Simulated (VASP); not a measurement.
Method: PBEsol GGA, VASP's PBE PAW potentials (set 64) (plane waves; VASP).

A VASP calculation is set up with these files.

INCAR:
```
SYSTEM = HfB2
PREC = Accurate
ENCUT = 400
EDIFF = 1E-6
NELM = 100
ALGO = Normal
LREAL = .FALSE.
LASPH = .TRUE.
ISMEAR = 0
SIGMA = 0.2
GGA = PS
LMAXMIX = 6
LWAVE = .FALSE.
LCHARG = .FALSE.
ISIF = 2
```

File POSCAR:
```
HfB2
3.0841080
  0.5000000000  -0.8660254440   0.0000000000
  0.5000000000   0.8660254440   0.0000000000
  0.0000000000   0.0000000000   1.1082802548
Hf B
1 2
Cart
  0.0000000000   0.0000000000   0.0000000000
  0.5000000000   0.2886757253   0.5541401274
  0.5000000000  -0.2886757253   0.5541401274
```

**KPOINTS**
```
Automatic mesh
0
Gamma
8 8 7
0 0 0
```

POTCAR, in this order: Hf_pv B (PBE.64 set). Program: vasp_std.

Q: What will the output report for the number of irreducible k-points (NKPTS), largest plane-wave count, number of space-group operations, FFT grid (NGX, NGY, NGZ)?

A: 
| Item | Value |
|---|---|
| number of irreducible k-points (NKPTS) | 40 |
| largest plane-wave count | 524 |
| number of space-group operations | 24 |
| FFT grid (NGX, NGY, NGZ) | 20 × 20 × 24 |

The structure is a typed HfB2 crystal (P6/mmm). The cell was not relaxed at this level.
